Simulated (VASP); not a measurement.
# CuH2F2 (C2/m) in VASP: density of states with PBE

Aim: the density of states of CuH2F2 with PBE.

Program: VASP 6.6.1. These are calculated values, not measurements. Logs are shortened: lines on timing, memory, paths and dates and some standing lists are left out, and cuts for length are marked.

## (1) The crystal as given

It takes space group C2/m (No. 12, monoclinic). The conventional cell has a = 5.598 Å, b = 3.232 Å, c = 4.871 Å, α = 90.00°, β = 90.00°, γ = 90.00°. Around Cu (site symmetry 2/m) lie 6 F at 2.15 Å. Around F (site symmetry m) lie 1 H at 0.98 Å. H (site symmetry m) is surrounded by 1 F at 0.98 Å.

The cell was built by a generator and needn't be a form met in nature.

## (2) Density of states, PBE

The input, POSCAR:

```
CuH2F2
1.0
    3.2318814600      0.0000000000      0.0000000000
   -1.6159412300      2.7988919400      0.0000000000
    0.0000000000      0.0000000000      4.8709436300
Cu F H
1 2 2
Direct
    0.0000000000      0.0000000000      0.0000000000
    0.3333000000      0.6667000000      0.7806000000
    0.6667000000      0.3333000000      0.2194000000
    0.3569000000      0.6431000000      0.5805000000
    0.6431000000      0.3569000000      0.4195000000
```

The input, INCAR.step1:

```
  PREC = Accurate
  ENCUT = 520
  EDIFF = 1E-6
  ISMEAR = -1
  SIGMA = 0.1
  LREAL = F
  LASPH = T
  NELM = 100
  ALGO = Fast
  ISIF = 2
  LWAVE = F
  LCHARG = T
  LMAXMIX = 4
  GGA = PE
  NBANDS = 22
```

The input, KPOINTS.step1:

```
Automatic mesh
0
Gamma
  8 8 5
```

The input, INCAR.step2:

```
  PREC = Accurate
  ENCUT = 520
  EDIFF = 1E-6
  ISMEAR = -5
  SIGMA = 0.1
  LREAL = F
  LASPH = T
  NELM = 100
  ALGO = Fast
  ISIF = 2
  LWAVE = F
  LCHARG = F
  LMAXMIX = 4
  GGA = PE
  LORBIT = 11
  NEDOS = 2001
  ICHARG = 11
```

The input, KPOINTS.step2:

```
Automatic mesh
0
Gamma
  12 12 8
```

Potentials or basis: VASP PAW PBE potentials, release 64 (Cu, F, H).

Command:

```console
> cat potpaw_PBE.64/Cu/POTCAR potpaw_PBE.64/F/POTCAR potpaw_PBE.64/H/POTCAR > POTCAR
> cp INCAR.step1 INCAR
> cp KPOINTS.step1 KPOINTS
> mpirun -np 1 vasp_std > vasp.out
> cp INCAR.step2 INCAR
> cp KPOINTS.step2 KPOINTS
> mpirun -np 1 vasp_std > vasp.out
```

OUTCAR:

```text
PREC = Accurate
   ENCUT = 520
   EDIFF = 1E-6
   ISMEAR = -5
   LREAL = F
   LASPH = T
   NELM = 100
   ISIF = 2
   GGA = PE
   LORBIT = 11
   ICHARG = 11

 ion  position               nearest neighbor table
   1  0.000  0.000  0.000-   2 2.15   3 2.15   3 2.15   2 2.15   3 2.15   2 2.15
   2  0.333  0.667  0.781-   4 0.98   1 2.15   1 2.15   1 2.15
   3  0.667  0.333  0.219-   5 0.98   1 2.15   1 2.15   1 2.15
   4  0.357  0.643  0.581-   2 0.98
   5  0.643  0.357  0.419-   3 0.98

  LATTYP: Found a hexagonal cell.
 ALAT       =     3.2318814600
 C/A-ratio  =     1.5071541733

  Lattice vectors:

 A1 = (   3.2318814600,   0.0000000000,   0.0000000000)
 A2 = (  -1.6159412300,   2.7988919400,   0.0000000000)
 A3 = (   0.0000000000,   0.0000000000,   4.8709436300)

Analysis of symmetry for initial positions (statically):
=====================================================================
 Subroutine PRICEL returns:
 Original cell was already a primitive cell.

 Routine SETGRP: Setting up the symmetry group for a
 hexagonal supercell.

 Subroutine GETGRP returns: Found  4 space group operations
 (whereof  4 operations were pure point group operations)
 out of a pool of 24 trial point group operations.

The static configuration has the point symmetry C_2h.

Analysis of symmetry for dynamics (positions and initial velocities):
=====================================================================
 Subroutine PRICEL returns:
 Original cell was already a primitive cell.

 Routine SETGRP: Setting up the symmetry group for a
 hexagonal supercell.

 Subroutine GETGRP returns: Found  4 space group operations
 (whereof  4 operations were pure point group operations)
 out of a pool of 24 trial point group operations.

The dynamic configuration has the point symmetry C_2h.

 Subroutine INISYM returns: Found  4 space group operations
 (whereof  4 operations are pure point group operations),
 and found     1 'primitive' translations

----------------------------------------------------------------------------------------

                                     Primitive cell

  volume of cell :      44.0610

  direct lattice vectors                    reciprocal lattice vectors
     3.231881460  0.000000000  0.000000000     0.309417289  0.178642179  0.000000000
    -1.615941230  2.798891940  0.000000000     0.000000000  0.357284247  0.000000000
     0.000000000  0.000000000  4.870943630     0.000000000  0.000000000  0.205299030
[... 100 lines left out ...]
   POTIM  = 0.5000    time-step for ionic-motion
   TEBEG  =    0.0;   TEEND  =   0.0 temperature during run
   PSTRESS=    0.0 pullay stress
   NELECT =      27.0000    total number of electrons
   NUPDOWN=      -1.0000    fix difference up-down
   EMIN   =  10.00;   EMAX   =-10.00  energy-range for DOS
   EFERMI =   0.00;   METHOD = LEGACY
   ISMEAR =    -5;   SIGMA  =   0.10  broadening in eV -4-tet -1-fermi 0-gaus
   EFERMI_NEDOS =   21; number of points for ismear=-14 and -15
   IALGO  =     68    algorithm
   IMIX   =      4    mixing-type and parameters
     AMIX     =   0.40;   BMIX     =  1.00
     AMIX_MAG =   1.60;   BMIX_MAG =  1.00
  volume/ion in A,a.u.               =       8.81        59.47
  Fermi-wavevector in a.u.,A,eV,Ry     =   1.390522  2.627706 26.307565  1.933551
  Thomas-Fermi vector in A             =   2.514449
   LORBIT       =     11    0 simple, 1 ext, 2 COOP (PROOUT), +10 PAW based schemes
   GGA     = PE    functional components
   LHFCALC =     F    Hartree Fock is set to
   AEXX    =    0.0000 exact exchange contribution
   IVDW    =     0    specifies the selected vdW correction
   LEPSILON=     F    determine dielectric tensor
   LRPA    =     F    only Hartree local field effects (RPA)
 non-spin polarized calculation
 RMM-DIIS sequential band-by-band and
 Fermi weights with tetrahedron method with Bloechl corrections
  energy-cutoff  :      520.00
  volume of cell :       44.06
 maximum number of plane-waves:      1212

 number of electron      27.0000042 magnetization

 Free energy of the ion-electron system (eV)
  ---------------------------------------------------
  ext. energy  EPLUGINS =         0.00000000
  ---------------------------------------------------
  free energy    TOTEN  =       -15.42919673 eV

  energy without entropy =      -15.42919673  energy(sigma->0) =      -15.42919673

 E-fermi :   4.9220     XC(G=0): -10.0376

 val. band max:        4.8843571134   @ k =   0.3333   0.0000   0.3750
 cond. band min:       4.8955126978   @ k =  -0.0833   0.4167   0.2500
 fundamental gap:      0.0111555844
 Fermi energy:         4.9219943161

 k-point     1 :       0.0000    0.0000    0.0000
  band No.  band energies     occupation
      1     -24.3029      2.00000
      2     -23.8628      2.00000
      3      -8.8910      2.00000
      4      -6.7154      2.00000
      5      -4.3428      2.00000
      6      -4.3211      2.00000
[... 457 lines left out ...]
      4      -7.3151      2.00000
      5      -5.3187      2.00000
      6      -4.6282      2.00000
[... 9 lines left out ...]
     16       8.7366      0.00000
     17      11.2340      0.00000

 [... further k-points ...]
[... 5 lines left out ...]
  --------------------------------------------------------------------------------------
  -------------------------------------------------------------------------------------
  Total        5.7220689      5.6216824      8.1607715     -0.0869400      0.2842277     -0.4922973
  in kB      208.0697789    204.4194553    296.7475507     -3.1613715     10.3352826    -17.9012499
  external PRESSURE =     236.4122616 kB  Pullay stress =       0.0000000 kB

 VOLUME and BASIS-vectors are now :
 -----------------------------------------------------------------------------
  energy-cutoff  :      520.00
  volume of cell :       44.06
      direct lattice vectors                 reciprocal lattice vectors
     3.231881460  0.000000000  0.000000000     0.309417289  0.178642179  0.000000000
    -1.615941230  2.798891940  0.000000000     0.000000000  0.357284247  0.000000000
     0.000000000  0.000000000  4.870943630     0.000000000  0.000000000  0.205299030

 POSITION                                       TOTAL-FORCE (eV/Angst)
 -----------------------------------------------------------------------------------
      0.00000      0.00000      0.00000        -0.000000      0.000000      0.000000
     -0.00016      1.86602      3.80226        -0.276373      0.159564      1.056682
      1.61610      0.93287      1.06869         0.276373     -0.159564     -1.056682
      0.11425      1.79997      2.82758         0.213489     -0.123258     -1.559340
      1.50169      0.99892      2.04336        -0.213489      0.123258      1.559340
 -----------------------------------------------------------------------------------
    total drift:                               -0.000000      0.000000     -0.000000

  FREE ENERGIE OF THE ION-ELECTRON SYSTEM (eV)
  ---------------------------------------------------
  free  energy   TOTEN  =       -15.4291967271 eV

  energy  without entropy=      -15.4291967271  energy(sigma->0) =      -15.42919673

 total charge

# of ion       s       p       d       tot
------------------------------------------
    1        0.222   0.171   9.498   9.890
    2        1.771   4.376   0.000   6.147
    3        1.771   4.376   0.000   6.147
    4        0.524   0.130   0.000   0.653
    5        0.524   0.130   0.000   0.653
--------------------------------------------------
tot          4.812   9.182   9.498  23.491
```

Wall time 2 min (1 thread of Intel Xeon Platinum 8488C (Sapphire Rapids), shared host); peak memory 0.34 GiB.

Results:

| Quantity | Value |
| --- | --- |
| Valence electrons inside the program's atomic spheres | Cu 9.89; F 6.15; H 0.65 |

Levels at points of the mesh, in eV from the Fermi level:
```tsv
k point	band 12	band 13	band 14	band 15	band 16	band 17
(0.00, 0.00, 0.00)	-2.40	-1.71	-1.69	2.90	3.22	9.38
(0.50, 0.00, 0.00)	-1.88	-1.64	0.40	2.42	4.45	6.52
(0.50, 0.50, 0.00)	-1.93	-1.62	1.18	1.58	3.75	6.86
(0.00, 0.00, 0.50)	-1.69	-1.69	-1.67	-0.40	5.61	7.61
(0.50, 0.00, 0.50)	-2.00	-1.65	0.99	2.30	3.83	4.87
(0.50, 0.50, 0.50)	-1.96	-1.64	1.05	1.95	3.88	4.85
```

States per cell in windows of 1 eV (zero at the Fermi level; states under -8 eV left out):
```csv
from (eV),total,Cu1_d,Cu1_s,F2_p,F3_p,Cu1_p,H4_s
-8.0,0.00,0.00,0.00,0.00,0.00,0.00,0.00
-7.0,0.00,0.00,0.00,0.00,0.00,0.00,0.00
-6.0,0.00,0.00,0.00,0.00,0.00,0.00,0.00
-5.0,0.00,0.00,0.00,0.00,0.00,0.00,0.00
-4.0,0.04,0.00,0.01,0.00,0.00,0.00,0.00
-3.0,7.14,6.34,0.03,0.06,0.06,0.01,0.02
-2.0,3.58,3.11,0.02,0.09,0.09,0.01,0.01
-1.0,0.52,0.09,0.02,0.05,0.05,0.01,0.01
0.0,0.84,0.05,0.05,0.07,0.07,0.02,0.03
1.0,0.58,0.01,0.08,0.05,0.05,0.01,0.02
2.0,1.07,0.02,0.19,0.08,0.08,0.03,0.03
3.0,1.24,0.01,0.31,0.12,0.12,0.02,0.03
4.0,1.17,0.02,0.11,0.08,0.08,0.05,0.05
5.0,1.10,0.02,0.04,0.05,0.05,0.12,0.03
6.0,0.69,0.02,0.01,0.03,0.03,0.09,0.03
7.0,0.24,0.01,0.00,0.01,0.01,0.02,0.02
```

Caveat: an odd number of electrons without spin polarisation forces a metal; a magnetic or distorted state may lie lower; the run has no spin polarisation, though such a crystal can be magnetic; semilocal functionals often make such compounds metallic where correlation or magnetic order opens a gap, which also shifts bond lengths; tetrahedron occupations give inexact forces and stress in metals.
